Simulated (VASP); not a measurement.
All values below come from SCAN meta-GGA, VASP's PBE PAW potentials (set 64) (plane waves; VASP).

VASP input:

File KPOINTS_OPT:
```
k-points along high-symmetry lines
10
Line-mode
Reciprocal
  0.000000   0.000000   0.000000 ! GAMMA
  0.000000   0.500000   0.000000 ! X

  0.000000   0.500000   0.000000 ! X
  0.500000   0.500000   0.000000 ! M

  0.500000   0.500000   0.000000 ! M
  0.000000   0.000000   0.000000 ! GAMMA

  0.000000   0.000000   0.000000 ! GAMMA
  0.500000   0.500000   0.500000 ! R

  0.500000   0.500000   0.500000 ! R
  0.000000   0.500000   0.000000 ! X

  0.500000   0.500000   0.500000 ! R
  0.500000   0.500000   0.000000 ! M
```

**INCAR**
```
! general
SYSTEM =CsSnI3
PREC   =Accurate
ENCUT  =520   ! plane-wave cut-off (eV)
LREAL  =.False.
LASPH  =.True.

! electronic loop
EDIFF  =1E-7
NELM   =100   ! most electronic steps
ALGO   =Normal   ! blocked Davidson
LMAXMIX=4
LMIXTAU=.True.

! smearing
ISMEAR =-5   ! tetrahedra, Bloechl

! functional
METAGGA=SCAN

! ions
ISIF   =2   ! forces and stress, cell fixed

! output
LWAVE  =.False.
LCHARG =.False.
LORBIT =11   ! lm-projected
NEDOS  =601   ! DOS grid

! other
LEFG   =.True.
```

**KPOINTS**
```
Automatic mesh
0
Gamma
4 4 4
0 0 0
```

### POSCAR
```
CsSnI3
1
    6.2306831298     0.0000000000     0.0000000000
    0.0000000000     6.2306831298     0.0000000000
    0.0000000000     0.0000000000     6.2306831298
Cs Sn I
1 1 3
Direct
  0.0000000000   0.0000000000   0.0000000000
  0.5000000000   0.5000000000   0.5000000000
  0.5000000000   0.0000000000   0.5000000000
  0.0000000000   0.5000000000   0.5000000000
  0.5000000000   0.5000000000   0.0000000000
```

POTCAR, in this order: Cs_sv Sn_d I (PBE.64 set). Program: vasp_std.

What VASP printed:

OSZICAR:
```
       N       E                     dE             d eps       ncg     rms          rms(c)
DAV:   1     0.175292111628E+03    0.17529E+03   -0.18788E+04   520   0.155E+03
DAV:   2    -0.151793138850E+03   -0.32709E+03   -0.32122E+03   614   0.311E+02
DAV:   3    -0.194441451600E+03   -0.42648E+02   -0.42395E+02   608   0.126E+02
DAV:   4    -0.196293695077E+03   -0.18522E+01   -0.18472E+01   630   0.303E+01
DAV:   5    -0.196345161670E+03   -0.51467E-01   -0.51431E-01   772   0.497E+00    0.303E+00
DAV:   6    -0.192378005618E+03    0.39672E+01   -0.12292E+00   630   0.119E+01    0.287E+00
DAV:   7    -0.187806705102E+03    0.45713E+01   -0.11027E+00   544   0.583E+00    0.114E+00
DAV:   8    -0.188314832268E+03   -0.50813E+00   -0.41260E-01   614   0.425E+00    0.571E-01
DAV:   9    -0.188650012422E+03   -0.33518E+00   -0.26085E-01   550   0.443E+00    0.678E-01
DAV:  10    -0.188847874349E+03   -0.19786E+00   -0.33196E-01   524   0.595E+00    0.508E-01
DAV:  11    -0.188540473367E+03    0.30740E+00   -0.31264E-01   520   0.614E+00    0.187E-01
DAV:  12    -0.188651020905E+03   -0.11055E+00   -0.87606E-02   524   0.353E+00    0.175E-01
DAV:  13    -0.188651837893E+03   -0.81699E-03   -0.19563E-03   642   0.338E-01    0.101E-01
DAV:  14    -0.188683500379E+03   -0.31662E-01   -0.23092E-02   530   0.156E+00    0.888E-02
DAV:  15    -0.188682786460E+03    0.71392E-03   -0.76177E-04   634   0.222E-01    0.857E-02
DAV:  16    -0.188682807805E+03   -0.21345E-04   -0.26750E-05   742   0.308E-02    0.890E-02
DAV:  17    -0.188684020564E+03   -0.12128E-02   -0.22108E-04   532   0.150E-01    0.130E-01
DAV:  18    -0.188683209037E+03    0.81153E-03   -0.20502E-04   534   0.126E-01    0.169E-01
DAV:  19    -0.188685605054E+03   -0.23960E-02   -0.89605E-03   524   0.871E-01    0.206E-01
DAV:  20    -0.188685889287E+03   -0.28423E-03   -0.10401E-03   524   0.276E-01    0.254E-01
DAV:  21    -0.188685936568E+03   -0.47281E-04   -0.79183E-04   524   0.253E-01    0.315E-02
DAV:  22    -0.188685915374E+03    0.21195E-04   -0.19524E-04   536   0.125E-01    0.516E-02
DAV:  23    -0.188686027503E+03   -0.11213E-03   -0.28384E-04   528   0.164E-01    0.303E-02
DAV:  24    -0.188686059978E+03   -0.32475E-04   -0.14687E-05   560   0.317E-02    0.474E-02
DAV:  25    -0.188686095620E+03   -0.35642E-04   -0.10683E-05   534   0.264E-02    0.623E-02
DAV:  26    -0.188686089101E+03    0.65194E-05   -0.25440E-05   524   0.511E-02    0.435E-02
DAV:  27    -0.188686065580E+03    0.23520E-04   -0.11078E-05   536   0.300E-02    0.212E-02
DAV:  28    -0.188686059800E+03    0.57807E-05   -0.20073E-06   576   0.115E-02    0.128E-02
DAV:  29    -0.188686061642E+03   -0.18426E-05   -0.46568E-06   536   0.196E-02    0.716E-03
DAV:  30    -0.188686062792E+03   -0.11491E-05   -0.81234E-07   532   0.915E-03    0.767E-03
DAV:  31    -0.188686057538E+03    0.52533E-05   -0.42103E-07   444   0.552E-03    0.464E-03
DAV:  32    -0.188686052135E+03    0.54029E-05   -0.32458E-07   472   0.440E-03    0.182E-03
DAV:  33    -0.188686050101E+03    0.20344E-05   -0.16632E-07   452   0.366E-03    0.162E-03
DAV:  34    -0.188686048820E+03    0.12810E-05   -0.48314E-08   278   0.197E-03    0.106E-03
DAV:  35    -0.188686048303E+03    0.51713E-06   -0.23597E-08   266   0.123E-03    0.752E-04
DAV:  36    -0.188686047670E+03    0.63264E-06   -0.29791E-08   268   0.170E-03    0.432E-04
DAV:  37    -0.188686047540E+03    0.13059E-06   -0.11056E-08   268   0.106E-03    0.219E-04
DAV:  38    -0.188686047651E+03   -0.11104E-06   -0.12783E-09   266   0.391E-04    0.216E-04
DAV:  39    -0.188686047675E+03   -0.24680E-07   -0.47107E-10   266   0.209E-04
   1 F= -.18868605E+03 E0= -.18868605E+03  d E =0.000000E+00
       N       E                     dE             ncg
       N       E                     dE             ncg
       N       E                     dE             ncg
       N       E                     dE             ncg
       N       E                     dE             ncg
       N       E                     dE             ncg
```

OUTCAR:
```
------------------------ aborting loop because EDIFF is reached ----------------------------------------
  FORCE on cell =-STRESS in cart. coord.  units (eV):
  Direction    XX          YY          ZZ          XY          YZ          ZX
  --------------------------------------------------------------------------------------
  Total       -0.0750102     -0.0750102     -0.0750102     -0.0000000     -0.0000000     -0.0000000
  in kB       -0.4968482     -0.4968482     -0.4968482     -0.0000000     -0.0000000     -0.0000000
  external PRESSURE =      -0.4968482 kB  Pullay stress =       0.0000000 kB
  volume of cell :      241.88
      direct lattice vectors                 reciprocal lattice vectors
     6.230683130  0.000000000  0.000000000     0.160496045  0.000000000  0.000000000
     0.000000000  6.230683130  0.000000000     0.000000000  0.160496045  0.000000000
     0.000000000  0.000000000  6.230683130     0.000000000  0.000000000  0.160496045
 POSITION                                       TOTAL-FORCE (eV/Angst)
 -----------------------------------------------------------------------------------
      0.00000      0.00000      0.00000         0.000000      0.000000      0.000000
      3.11534      3.11534      3.11534         0.000000      0.000000      0.000000
      3.11534      0.00000      3.11534         0.000000      0.000000      0.000000
      0.00000      3.11534      3.11534         0.000000      0.000000      0.000000
      3.11534      3.11534      0.00000         0.000000      0.000000      0.000000
 -----------------------------------------------------------------------------------
    total drift:                                0.000000     -0.000000     -0.000000
  FREE ENERGIE OF THE ION-ELECTRON SYSTEM (eV)
  ---------------------------------------------------
  free  energy   TOTEN  =      -188.6860476753 eV

  energy  without entropy=     -188.6860476753  energy(sigma->0) =     -188.68604768

 total charge

# of ion       s       p       d       tot
------------------------------------------
    1        1.846   4.714   0.010   6.569
    2        1.386   0.614   9.987  11.987
    3        1.509   2.815   0.010   4.333
    4        1.509   2.815   0.010   4.333
    5        1.509   2.815   0.010   4.333
--------------------------------------------------
tot          7.758  13.771  10.027  31.557

 Electric field gradients after diagonalization (V/A^2)
 (convention: |V_zz| > |V_xx| > |V_yy|)
----------------------------------------------------------------------
 ion       V_xx      V_yy      V_zz     asymmetry (V_yy - V_xx)/ V_zz
----------------------------------------------------------------------
   1       0.000     0.000     0.000      -0.037
   2       0.000    -0.000     0.000      -1.032
   3    -187.896  -187.896   375.791       0.000
   4    -187.896  -187.896   375.791       0.000
   5    -187.896  -187.896   375.791       0.000
```
(Selected blocks of OUTCAR.)

File OUTCAR:
```
 val. band max:        2.5801528029   @ k =   0.5000   0.5000   0.5000

 cond. band min:       3.0254964372   @ k =   0.5000   0.5000   0.5000


 Fermi energy:         2.6146338444

 k-point     1 :       0.0000    0.0000    0.0000
  band No.  band energies     occupation
      1     -20.4655      2.00000
      2     -20.0980      2.00000
      3     -20.0980      2.00000
      4     -20.0654      2.00000
      5     -20.0654      2.00000
      6     -20.0654      2.00000
      7     -11.1810      2.00000
      8     -10.4272      2.00000
      9     -10.4272      2.00000
     10      -6.8196      2.00000
     11      -6.8196      2.00000
     12      -6.8196      2.00000
     13      -3.9646      2.00000
     14      -2.2593      2.00000
     15      -2.2593      2.00000
     16      -2.2593      2.00000
     17       0.1234      2.00000
     18       0.1234      2.00000
     19       0.1234      2.00000
     20       0.2836      2.00000
     21       0.2836      2.00000
     22       0.2836      2.00000
     23       5.1926      0.00000
     24       6.0263      0.00000
     25       6.0263      0.00000
     26       6.4643      0.00000

 k-point     2 :       0.2500    0.0000    0.0000
  band No.  band energies     occupation
      1     -20.4653      2.00000
      2     -20.0980      2.00000
      3     -20.0971      2.00000
      4     -20.0655      2.00000
      5     -20.0655      2.00000
      6     -20.0654      2.00000
      7     -11.1002      2.00000
      8     -10.5236      2.00000
      9     -10.4256      2.00000
     10      -6.8163      2.00000
     11      -6.8163      2.00000
     12      -6.8099      2.00000
     13      -4.5269      2.00000
     14      -2.2027      2.00000
     15      -2.2027      2.00000
     16      -1.2183      2.00000
     17       0.0203      2.00000
     18       0.0203      2.00000
     19       0.0430      2.00000
     20       0.2098      2.00000
     21       0.2098      2.00000
     22       0.3058      2.00000
...
```

Unless said otherwise, spin-orbit coupling is left out, though it shifts the bands of the heavy elements here.

The compound is CsSnI3 in the cubic perovskite structure, the ideal cubic form; the compound distorts at low or room temperature. It was relaxed first.
